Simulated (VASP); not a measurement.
RbYP:

```
CELL_PARAMETERS angstrom
4.06382 0.00000 0.00000
0.00000 4.22719 0.00000
0.00000 0.00000 5.28597
ATOMIC_POSITIONS crystal
Rb 0.50000 0.00000 0.50000
Y 0.00000 0.00000 0.00000
P 0.00000 0.50000 0.00000
```

The cell was built by a generator and needn't be a form met in nature.

The cell isn't the ideal one: random cell by space group and Wyckoff sites (Pmmm, No. 47).

| Property | Result |
| --- | --- |
| Program | VASP 6.6.1 |
| Task | relaxation of cell and atoms |
| Functional | PBE |
| Potentials or basis | VASP PAW PBE potentials, release 64 (Rb_sv, Y_sv, P) |
| Cutoff | 600 eV |
| k mesh | 4 × 4 × 4 |
| Occupations | gaussian, width 0.1 eV |
| Spin | no spin polarisation |

At the start: pressure 26.1 GPa; volume 30.27 Å³/atom.

**Question.** Where does the relaxation end?

**Answer.** Over 17 steps the energy falls by 1263.1 meV/atom and the volume is 54.48 Å³/atom (+80.0 %); space group Pmmm (No. 47, to 0.05 Å).

Step by step:
```tsv
step	energy change (eV)	largest force (eV/Å)	pressure (GPa)	volume (Å³)
1	0.0000	0.0000	26.10	90.81
2	18.7997	0.0000	0.19	163.26
3	-1.4542	0.0000	-3.23	154.79
4	-2.4861	0.0000	-2.23	137.34
5	-3.1315	0.0000	4.68	113.23
6	-3.2198	0.0000	1.67	119.98
7	-3.2269	0.0000	2.45	118.18
8	-3.4757	0.0000	1.54	128.51
9	-3.6629	0.0000	0.38	161.74
10	-3.7818	0.0000	-0.08	168.90
11	-3.7857	0.0000	-0.01	165.95
12	-3.7866	0.0000	0.03	164.28
13	-3.7867	0.0000	0.06	163.29
14	-3.7870	0.0000	-0.12	163.96
15	-3.7871	0.0000	-0.06	163.71
16	-3.7878	0.0000	-0.06	163.64
17	-3.7893	0.0000	-0.05	163.44
```

Final structure:
```xyz
3
Lattice="4.6501 0.0000 0.0000 0.0000 5.1840 0.0000 0.0000 0.0000 6.7801" Properties=species:S:1:pos:R:3 pbc="T T T"
Rb    2.3251    0.0000    3.3900
Y     0.0000    0.0000    0.0000
P     0.0000    2.5920    0.0000
```

Caveat: the k mesh is coarse (spacing up to 0.39 Å⁻¹), so the values aren't converged; the volume moved by over 15 % at a fixed basis, so the end points are rough.
